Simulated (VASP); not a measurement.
Consider the following.

```
TiN
1.0
    0.00000     2.10095     2.10095
    2.10095     0.00000     2.10095
    2.10095     2.10095     0.00000
Ti N
1 1
Direct
  0.00000   0.00000   0.00000
  0.50000   0.50000   0.50000
```

Level of theory: TPSS meta-GGA, VASP's PBE PAW potentials (set 64) (plane waves; VASP 6.6.1). Numerical set-up: 520 eV cut-off, 15×15×15 Γ-centred mesh, first-order Methfessel-Paxton smearing of 0.10 eV, potentials Ti_sv N.

Q: Give the stress tensor in GPa (positive for a compressed cell).

A: 
```
9.46  0.00  0.00
0.00  9.46  0.00
0.00  0.00  9.46
```
The pressure is its mean diagonal, 9.46 GPa.

The compound is TiN in the rock salt structure. This cell is one point of a volume scan, at 0.97 of the reference volume. The electron count is odd and the run is not spin-polarised, which forces a metal.
